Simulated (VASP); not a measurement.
Wanted: the native input for a VASP 6.6.1 run.

| Property | Result |
| --- | --- |
| Task | relaxation of cell and atoms |
| Functional | PBEsol |
| Potentials or basis | VASP PAW PBE potentials, release 64 (Ge_d, Si) |
| Cutoff | 600 eV |
| k mesh | 6 × 6 × 6 |
| Occupations | gaussian, width 0.03 eV |
| Spin | no spin polarisation |
| Further INCAR settings | ALGO = Normal; EDIFF = 1e-06; IBRION = 2; EDIFFG = -0.01; NSW = 90; ISIF = 3 |

The structure of Si15Ge lies in POSCAR:

```
Si15Ge
1.0
    0.0000000000      5.4415387500      5.4415387500
    5.4415387500      0.0000000000      5.4415387500
    5.4415387500      5.4415387500      0.0000000000
Ge Si
1 15
Direct
    0.3750000000      0.3750000000      0.3750000000
    0.3750000000      0.3750000000      0.8750000000
    0.3750000000      0.8750000000      0.3750000000
    0.3750000000      0.8750000000      0.8750000000
    0.8750000000      0.3750000000      0.3750000000
    0.8750000000      0.3750000000      0.8750000000
    0.8750000000      0.8750000000      0.3750000000
    0.8750000000      0.8750000000      0.8750000000
    0.2500000000      0.2500000000      0.2500000000
    0.2500000000      0.2500000000      0.7500000000
    0.2500000000      0.7500000000      0.2500000000
    0.2500000000      0.7500000000      0.7500000000
    0.7500000000      0.2500000000      0.2500000000
    0.7500000000      0.2500000000      0.7500000000
    0.7500000000      0.7500000000      0.2500000000
    0.7500000000      0.7500000000      0.7500000000
```

The cell was built by a generator and needn't be a form met in nature.

The input as run:

INCAR

```
PREC     = Accurate       # precision mode
ENCUT    = 600            # plane-wave cutoff, eV
EDIFF    = 1E-6           # SCF threshold, eV
ISMEAR   = 0              # smearing method
SIGMA    = 0.03           # smearing width, eV
LREAL    = F              # projectors in reciprocal space
LASPH    = T              # aspherical terms in the spheres
NELM     = 80             # most SCF steps
ALGO     = Normal         # electronic algorithm
ISIF     = 3              # what is computed and relaxed
LWAVE    = F              # write WAVECAR
LCHARG   = F              # write CHGCAR
GGA      = PS             # functional
IBRION   = 2              # ionic algorithm
NSW      = 90             # ionic steps
EDIFFG   = -0.01          # ionic threshold
KPAR     = 4
```

KPOINTS

```
Automatic mesh
0
Gamma
  6 6 6
```

Potentials or basis: VASP PAW PBE potentials, release 64 (Ge_d, Si).

Run with:

```console
$ cat potpaw_PBE.64/Ge_d/POTCAR potpaw_PBE.64/Si/POTCAR > POTCAR
$ mpirun -np 4 vasp_std > vasp.out
```

Results of the run:

```json
{"Relaxed volume": "20.21 Å³/atom", "Relaxed cell": "a = 7.705 Å, b = 7.705 Å, c = 7.705 Å, α = 60.00°, β = 60.00°, γ = 60.00°", "Space group after relaxing (to 0.05 Å)": "F-43m (No. 216)", "Energy gained by relaxing": "1.3 meV/atom", "Ionic steps": "6", "Pressure after relaxing": "0.0 GPa", "Band gap on the k mesh": "0.41 eV, direct"}
```

Caveat: the PAW data sets were made with another functional, which shifts forces and pressure a little.

Run time: 4.9 min on 4 MPI ranks on Intel(R) Xeon(R) 6975P-C (Granite Rapids), on a shared host, peak memory 0.76 GiB a rank.
